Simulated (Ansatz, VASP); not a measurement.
# Cs3Bi2I9 in two plane-wave programs, part 2 of 2

Aim: how closely do two programs agree when they are given the same cell, functional and k mesh? The cell is taken from a series of runs on this material, whose earlier steps may have relaxed, scaled, displaced or heated it; both programs get it as it stands.

VASP 6.6.1 and Ansatz 0.2.0.

So far: The structure; Ansatz: single point, PBEsol.

### Step 3. VASP: single point, PBEsol

Level of this step: PBEsol; plane waves and PAW (Cs_sv, Bi_d, I) (VASP).

The same cell, functional, mesh and smearing now go to VASP, with its own data sets.

Lines of VASP's logs that name or quote its potential files are left out, and so is its time.

INCAR

```
SYSTEM = Cs3Bi2I9
PREC = Accurate
ENCUT = 400
EDIFF = 1E-06
NELM = 120
ISMEAR = -1
SIGMA = 0.02
LREAL = .FALSE.
ALGO = Normal
GGA = PS
NBANDS = 140
LORBIT = 11
LWAVE = .FALSE.
LCHARG = .FALSE.
ISIF = 2
LASPH = .TRUE.
GGA_COMPAT = .FALSE.
EFERMI = MIDGAP
KPAR = 2
```

POSCAR

```
Cs3Bi2I9
1.0
    8.4040000000      0.0000000000      0.0000000000
   -4.2020000000      7.2780774934      0.0000000000
    0.0000000000      0.0000000000     21.1830000000
Cs Bi I
6 4 18
Direct
    0.3333333333      0.6666666667      0.0819000000
    0.6666666667      0.3333333333      0.5819000000
    0.3333333333      0.6666666667      0.4181000000
    0.6666666667      0.3333333333      0.9181000000
    0.0000000000      0.0000000000      0.2500000000
    0.0000000000      0.0000000000      0.7500000000
    0.3333333333      0.6666666667      0.8454000000
    0.6666666667      0.3333333333      0.3454000000
    0.3333333333      0.6666666667      0.6546000000
    0.6666666667      0.3333333333      0.1546000000
    0.8369000000      0.6738000000      0.0805000000
    0.1631000000      0.8369000000      0.5805000000
    0.3262000000      0.1631000000      0.0805000000
    0.1631000000      0.3262000000      0.5805000000
    0.8369000000      0.1631000000      0.0805000000
    0.6738000000      0.8369000000      0.5805000000
    0.3262000000      0.1631000000      0.4195000000
    0.1631000000      0.8369000000      0.9195000000
    0.8369000000      0.6738000000      0.4195000000
    0.6738000000      0.8369000000      0.9195000000
    0.8369000000      0.1631000000      0.4195000000
    0.1631000000      0.3262000000      0.9195000000
    0.4929000000      0.9858000000      0.2500000000
    0.5071000000      0.4929000000      0.7500000000
    0.0142000000      0.5071000000      0.2500000000
    0.5071000000      0.0142000000      0.7500000000
    0.4929000000      0.5071000000      0.2500000000
    0.9858000000      0.4929000000      0.7500000000
```

KPOINTS

```
Automatic mesh
0
Gamma
3 3 1
0 0 0
```

PAW data sets: Cs_sv, Bi_d and I (PBE family, release 64).

Started as:

```console
$ mpirun -np 4 vasp_std
```

Numbers of over 12 decimals in the logs are rounded to 6 here.

The program printed:

```text
[banner, memory and clock lines left out]
running    4 mpi-ranks, on    1 nodes
 distrk:  each k-point on    2 cores,    2 groups
 distr:  one band on    1 cores,    2 groups

 POSCAR found type information on POSCAR CsBiI
 POSCAR found :  3 types and      28 ions
|                                                                             |
|               ----> ADVICE to this user running VASP <----                  |
|                                                                             |
|     You have a (more or less) 'large supercell' and for larger cells it     |
|     might be more efficient to use real-space projection operators.         |
|     Therefore, try LREAL= Auto in the INCAR file.                           |
|     Mind: For very accurate calculation, you might also keep the            |
|     reciprocal projection scheme (i.e. LREAL=.FALSE.).                      |
|                                                                             |

|                                                                             |
|               ----> ADVICE to this user running VASP <----                  |
|                                                                             |
|     You enforced a specific xc type in the INCAR file but a different       |
|     [... a line on the potential file left out ...]
|     I HOPE YOU KNOW WHAT YOU ARE DOING!                                     |
|                                                                             |

 LDA part: xc-table for (Slater+PW92), standard interpolation
 POSCAR, INCAR and KPOINTS ok, starting setup
 FFT: planning ... GRIDC
 FFT: planning ... GRID_SOFT
 FFT: planning ... GRID
 WAVECAR not read
 entering main loop
       N       E                     dE             d eps       ncg     rms          rms(c)
DAV:   1     0.182091946815E+04    0.18209E+04   -0.84785E+04   920   0.119E+03
DAV:   2     0.136203796492E+03   -0.16847E+04   -0.16480E+04  1064   0.264E+02
DAV:   3    -0.732908141020E+02   -0.20949E+03   -0.20810E+03   976   0.120E+02
DAV:   4    -0.830415232603E+02   -0.97507E+01   -0.97197E+01  1000   0.319E+01
DAV:   5    -0.833693884011E+02   -0.32787E+00   -0.32766E+00  1072   0.548E+00    0.106E+01
DAV:   6    -0.812167806495E+02    0.21526E+01   -0.29532E+00  1064   0.546E+00    0.820E+00
DAV:   7    -0.811208852664E+02    0.95895E-01   -0.23211E+00  1016   0.303E+00    0.245E+00
DAV:   8    -0.810980827065E+02    0.22803E-01   -0.25717E-01  1048   0.164E+00    0.117E+00
DAV:   9    -0.811055885928E+02   -0.75059E-02   -0.36338E-02   952   0.485E-01    0.192E-01
DAV:  10    -0.811061053407E+02   -0.51675E-03   -0.28254E-03  1040   0.136E-01    0.102E-01
DAV:  11    -0.811066063726E+02   -0.50103E-03   -0.73288E-04  1024   0.638E-02    0.505E-02
DAV:  12    -0.811067102383E+02   -0.10387E-03   -0.20574E-04   920   0.350E-02    0.147E-02
DAV:  13    -0.811067166418E+02   -0.64035E-05   -0.20182E-05  1000   0.146E-02    0.568E-03
DAV:  14    -0.811067191780E+02   -0.25362E-05   -0.50948E-06   792   0.534E-03    0.353E-03
DAV:  15    -0.811067199293E+02   -0.75137E-06   -0.75589E-07   576   0.308E-03
   1 F= -.81106720E+02 E0= -.81106720E+02  d E =0.000000E+00
```

OUTCAR, selected parts (step 3):

```text
ion  position               nearest neighbor table
   1  0.333  0.667  0.082-
   2  0.667  0.333  0.582-
   3  0.333  0.667  0.418-
   4  0.667  0.333  0.918-
   5  0.000  0.000  0.250-
   6  0.000  0.000  0.750-
   7  0.333  0.667  0.845-  18 2.93  22 2.93  20 2.93  26 3.24  28 3.24  24 3.24
   8  0.667  0.333  0.345-  21 2.93  19 2.93  17 2.93  23 3.24  25 3.24  27 3.24
   9  0.333  0.667  0.655-  12 2.93  14 2.93  16 2.93  26 3.24  28 3.24  24 3.24
  10  0.667  0.333  0.155-  15 2.93  11 2.93  13 2.93  23 3.24  25 3.24  27 3.24
  11  0.837  0.674  0.081-  10 2.93
  12  0.163  0.837  0.581-   9 2.93
  13  0.326  0.163  0.081-  10 2.93
  14  0.163  0.326  0.581-   9 2.93
  15  0.837  0.163  0.081-  10 2.93
  16  0.674  0.837  0.581-   9 2.93
  17  0.326  0.163  0.419-   8 2.93
  18  0.163  0.837  0.919-   7 2.93
  19  0.837  0.674  0.419-   8 2.93
  20  0.674  0.837  0.919-   7 2.93
  21  0.837  0.163  0.419-   8 2.93
  22  0.163  0.326  0.919-   7 2.93
  23  0.493  0.986  0.250-   8 3.24  10 3.24
  24  0.507  0.493  0.750-   7 3.24   9 3.24
  25  0.014  0.507  0.250-   8 3.24  10 3.24
  26  0.507  0.014  0.750-   7 3.24   9 3.24
  27  0.493  0.507  0.250-   8 3.24  10 3.24
  28  0.986  0.493  0.750-   7 3.24   9 3.24

  LATTYP: Found a hexagonal cell.
 ALAT       =     8.4040000000
 C/A-ratio  =     2.5205854355

 Subroutine GETGRP returns: Found 24 space group operations
 (whereof 12 operations were pure point group operations)

The static configuration has the point symmetry D_3d.
 The point group associated with its full space group is D_6h.

 Found      3 irreducible k-points:

   k-points           NKPTS =      3   k-points in BZ     NKDIM =      3   number of bands    NBANDS=    140

   dimension x,y,z NGX =    56 NGY =   56 NGZ =  140
   dimension x,y,z NGXF=   112 NGYF=  112 NGZF=  280

   ENCUT  =  400.0 eV  29.40 Ry    5.42 a.u.  13.70 13.70 34.54*2*pi/ulx,y,z

   NELECT =     240.0000    total number of electrons

 k-points in reciprocal lattice and weights: Automatic mesh
   0.00000000  0.00000000  0.00000000       0.111
   0.33333333  0.00000000  0.00000000       0.667
   0.33333333  0.33333333  0.00000000       0.222

 average (electrostatic) potential at core
       1 -48.4885       2 -48.4885       3 -48.4885       4 -48.4885       5 -48.4813
       6 -48.4813       7-108.7820       8-108.7820       9-108.7820      10-108.7820
      11 -92.8927      12 -92.8927      13 -92.8927      14 -92.8927      15 -92.8927
      16 -92.8927      17 -92.8927      18 -92.8927      19 -92.8927      20 -92.8927
      21 -92.8927      22 -92.8927      23 -92.9757      24 -92.9757      25 -92.9757
      26 -92.9757      27 -92.9757      28 -92.9757

 E-fermi :   2.6394

 k-point     1 :       0.0000    0.0000    0.0000
  band No.  band energies     occupation
    ...
    116       1.3211      2.00000
    117       1.3259      2.00000
    118       1.3772      2.00000
    119       1.3772      2.00000
    120       1.4786      2.00000
    121       3.6591      0.00000
    122       3.8829      0.00000
    123       3.9687      0.00000
    124       4.2030      0.00000
    125       4.3996      0.00000
    ...

 k-point     2 :       0.3333    0.0000    0.0000
  band No.  band energies     occupation
    ...
    116       1.2372      2.00000
    117       1.2816      2.00000
    118       1.3535      2.00000
    119       1.3837      2.00000
    120       1.5501      2.00000
    121       4.0249      0.00000
    122       4.0515      0.00000
    123       4.3621      0.00000
    124       4.5024      0.00000
    125       4.6830      0.00000
    ...

 k-point     3 :       0.3333    0.3333    0.0000
  band No.  band energies     occupation
    ...
    116       1.1726      2.00000
    117       1.1795      2.00000
    118       1.1795      2.00000
    119       1.6198      2.00000
    120       1.6198      2.00000
    121       4.2149      0.00000
    122       4.3345      0.00000
    123       4.5926      0.00000
    124       4.5926      0.00000
    125       4.7432      0.00000
    ...

  Total       -1.1490141     -1.1490141     -1.2552269      0.0000000      0.0000000      0.0000000
  in kB       -1.4208418     -1.4208418     -1.5521819      0.0000000      0.0000000      0.0000000
  external PRESSURE =      -1.4646219 kB  Pullay stress =       0.0000000 kB

  energy-cutoff  :      400.00
  volume of cell :     1295.66
      direct lattice vectors                 reciprocal lattice vectors
     8.404000000  0.000000000  0.000000000     0.118990957  0.068699461  0.000000000
    -4.202000000  7.278077493  0.000000000     0.000000000  0.137398922  0.000000000
     0.000000000  0.000000000 21.183000000     0.000000000  0.000000000  0.047207667

 POSITION                                       TOTAL-FORCE (eV/Angst)
 -----------------------------------------------------------------------------------
     -0.00000      4.85205      1.73489         0.000000      0.000000     -0.062378
      4.20200      2.42603     12.32639         0.000000      0.000000     -0.062378
     -0.00000      4.85205      8.85661         0.000000      0.000000      0.062378
      4.20200      2.42603     19.44811         0.000000      0.000000      0.062378
      0.00000      0.00000      5.29575         0.000000      0.000000      0.000000
      0.00000      0.00000     15.88725         0.000000      0.000000     -0.000000
     -0.00000      4.85205     17.90811         0.000000      0.000000     -0.226164
      4.20200      2.42603      7.31661         0.000000      0.000000     -0.226164
     -0.00000      4.85205     13.86639         0.000000      0.000000      0.226164
      4.20200      2.42603      3.27489         0.000000      0.000000      0.226164
      4.20200      4.90397      1.70523         0.000000      0.071822     -0.037876
     -2.14596      6.09102     12.29673        -0.062199      0.035911     -0.037876
      2.05604      1.18705      1.70523        -0.062199     -0.035911     -0.037876
      0.00000      2.37411     12.29673         0.000000     -0.071822     -0.037876
      6.34796      1.18705      1.70523         0.062199     -0.035911     -0.037876
      2.14596      6.09102     12.29673         0.062199      0.035911     -0.037876
      2.05604      1.18705      8.88627        -0.062199     -0.035911      0.037876
     -2.14596      6.09102     19.47777        -0.062199      0.035911      0.037876
      4.20200      4.90397      8.88627         0.000000      0.071822      0.037876
      2.14596      6.09102     19.47777         0.062199      0.035911      0.037876
      6.34796      1.18705      8.88627         0.062199     -0.035911      0.037876
      0.00000      2.37411     19.47777         0.000000     -0.071822      0.037876
      0.00000      7.17473      5.29575         0.000000      0.094447      0.000000
      2.19050      3.58736     15.88725        -0.081793      0.047223      0.000000
     -2.01150      3.69071      5.29575        -0.081793     -0.047223      0.000000
      4.20200      0.10335     15.88725         0.000000     -0.094447     -0.000000
      2.01150      3.69071      5.29575         0.081793     -0.047223      0.000000
      6.21350      3.58736     15.88725         0.081793      0.047223      0.000000
 -----------------------------------------------------------------------------------
    total drift:                               -0.000001      0.000000     -0.000000

  FREE ENERGIE OF THE ION-ELECTRON SYSTEM (eV)
  ---------------------------------------------------
  free  energy   TOTEN  =       -81.1067199293 eV

  energy  without entropy=      -81.1067199293  energy(sigma->0) =      -81.10671993

 total charge
# of ion       s       p       d       tot
------------------------------------------
    1        1.849   4.694   0.017   6.560
    2        1.849   4.694   0.017   6.560
    3        1.849   4.694   0.017   6.560
    4        1.849   4.694   0.017   6.560
    5        1.849   4.695   0.017   6.560
    6        1.849   4.695   0.017   6.560
    7        1.622   1.033   9.966  12.622
    8        1.622   1.033   9.966  12.622
    9        1.622   1.033   9.966  12.622
   10        1.622   1.033   9.966  12.622
   11        1.512   2.767   0.011   4.289
   12        1.512   2.767   0.011   4.289
   13        1.512   2.767   0.011   4.289
   14        1.512   2.767   0.011   4.289
   15        1.512   2.767   0.011   4.289
   16        1.512   2.767   0.011   4.289
   17        1.512   2.767   0.011   4.289
   18        1.512   2.767   0.011   4.289
   19        1.512   2.767   0.011   4.289
   20        1.512   2.767   0.011   4.289
   21        1.512   2.767   0.011   4.289
   22        1.512   2.767   0.011   4.289
   23        1.509   2.769   0.010   4.288
   24        1.509   2.769   0.010   4.288
   25        1.509   2.769   0.010   4.288
   26        1.509   2.769   0.010   4.288
   27        1.509   2.769   0.010   4.288
   28        1.509   2.769   0.010   4.288
--------------------------------------------------
tot         44.776  82.118  40.155 167.048
```

The run ends at a pressure of -0.15 GPa, with forces up to 0.23 eV/Å.

### Step 4. Differences

Known differences besides the potentials themselves: the data sets hold 452 valence electrons in Ansatz (on PAW files that the input asks for by source) and 240 in VASP; the cutoff is 520 eV in Ansatz and 400 eV in VASP; Ansatz makes its cores anew for this functional, VASP keeps those of its PBE data sets. Total energies have different zeros and are not compared.

Compared:

| quantity | Ansatz | VASP | difference |
| --- | --- | --- | --- |
| gap on the k mesh (eV) | 2.047 | 2.039 | +0.008 |

Forces on 7 of the 28 atoms, those with the largest forces and the largest differences (eV/Å; atoms numbered as in POSCAR):

| atom | Ansatz x, y, z | VASP x, y, z |
| --- | --- | --- |
| Bi7 | 0.000, 0.000, -0.223 | 0.000, 0.000, -0.226 |
| Bi8 | 0.000, 0.000, -0.223 | 0.000, 0.000, -0.226 |
| Bi9 | 0.000, 0.000, 0.223 | 0.000, 0.000, 0.226 |
| Bi10 | 0.000, 0.000, 0.223 | 0.000, 0.000, 0.226 |
| I23 | 0.000, 0.095, 0.000 | 0.000, 0.094, 0.000 |
| I24 | -0.082, 0.047, 0.000 | -0.082, 0.047, 0.000 |
| I26 | 0.000, -0.095, 0.000 | 0.000, -0.094, 0.000 |

The forces differ by 1.2 meV/Å r.m.s., which is 1.8 % of the r.m.s. force of 0.065 eV/Å (both taken over all components). A gap on the mesh is an upper bound, since the band edges may lie between its points; neither run holds spin-orbit coupling, which can move the band edges of a compound of Bi.

### Step 5. Summary of results

| Property | Result |
| --- | --- |
| r.m.s. force difference (single point, PBEsol) | 1.2 meV/Å |

**Reading.** The r.m.s. force difference is 1.2 meV/Å (single point, PBEsol), within the 12 meV/Å picked in this series as the mark of a large difference. The data sets hold unlike numbers of valence electrons (452 in Ansatz and 240 in VASP), so part of the differences comes from the potentials. How closely two codes agree says nothing of how well the functional describes the real material.

[Lines on the potential files, build, host, timing and source positions are cut from VASP's logs without a mark.]

[Logs are printed without paths, hosts, clocks, repeated set-up lines and the standing remarks that a program may print on its own settings, such as how far it seeks lower states.]

[Hosts, paths, dates, database ids (printed as entryN), source tags and the programs' standing remarks are cut or masked in the printed files.]
